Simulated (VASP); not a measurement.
Here is a VASP 6.6.1 calculation.

INCAR

```
SYSTEM = TiC3
PREC = Normal
ENCUT = 520
EDIFF = 1E-4
ISMEAR = 0
SIGMA = 0.15
LREAL = .FALSE.
LASPH = .TRUE.
NELM = 60
ALGO = Fast
ISIF = 3
LWAVE = .FALSE.
LCHARG = .FALSE.
GGA = PE
IBRION = 2
NSW = 24
EDIFFG = -0.08
```

KPOINTS

```
Automatic mesh
0
G
  4 4 4
  0 0 0
```

File POSCAR:

```
TiC3
1.0
    4.4026237900      0.0000000000      0.0000000000
    0.0000000000      4.4026237900      0.0000000000
    0.0000000000      0.0000000000      4.4026237900
Ti C
2 6
Direct
    0.0000000000      0.0000000000      0.0000000000
    0.5000000000      0.5000000000      0.5000000000
    0.2500000000      0.0000000000      0.5000000000
    0.7500000000      0.0000000000      0.5000000000
    0.0000000000      0.5000000000      0.2500000000
    0.0000000000      0.5000000000      0.7500000000
    0.5000000000      0.7500000000      0.0000000000
    0.5000000000      0.2500000000      0.0000000000
```

Potentials or basis: VASP PAW PBE potentials, release 64 (Ti_sv, C).

Launch:

```console
$ cat potpaw_PBE.64/Ti_sv/POTCAR potpaw_PBE.64/C/POTCAR > POTCAR
$ mpirun -np 1 vasp_std > vasp.out
```

Estimate the space group after relaxing (to 0.05 Å).

Pm-3n (No. 223).

What does it give for the relaxed volume?

8.35 Å³/atom.

Estimate the band gap on the k mesh.

none (metal or under the smearing width).

Predict the relaxed cell.

a = 4.058 Å, b = 4.058 Å, c = 4.058 Å, α = 90.00°, β = 90.00°, γ = 90.00°.

The path:
```tsv
step	energy change (eV)	largest force (eV/Å)	pressure (GPa)	volume (Å³)
1	0.0000	0.0000	-32.37	85.34
2	-1.9542	0.0000	22.01	61.39
3	-2.3027	0.0000	-0.05	66.83
```

Caveat: the volume moved by over 15 % at a fixed basis, so the end points are rough.
